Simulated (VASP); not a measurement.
```
NbV3N4
1.0
    4.17168     0.00000     0.00000
    0.00000     4.17168     0.00000
    0.00000     0.00000     4.17168
V N Nb
3 4 1
Direct
  0.00000   0.00000   0.00000
  0.50000   0.50000   0.00000
  0.50000   0.00000   0.50000
  0.50000   0.50000   0.50000
  0.00000   0.00000   0.50000
  0.00000   0.50000   0.00000
  0.50000   0.00000   0.00000
  0.00000   0.50000   0.50000
```

These are PBEsol GGA, VASP's PBE PAW potentials (set 64) (plane waves; VASP) values and carry that method's errors. Run with 520 eV cut-off, 10×10×10 Γ-centred mesh, tetrahedra with Blöchl corrections, potentials V_sv N Nb_sv.

Predict the energy per atom (σ→0), band gap (on the k-mesh) with the smallest direct gap where there is one.

| Property | Result |
|---|---|
| band gap (on the k-mesh) | none (metal, semimetal or under 0.01 eV) |
| energy per atom (σ→0) | -10.412 eV/atom |

Total energies compare only between runs with the same potentials, cut-off and functional.

The structure was generated: NbV3N4 was put into an ordered model structure (Pm-3m), which need not be its known phase. It was relaxed first. The run is not spin-polarised, so no magnetic state was tried.
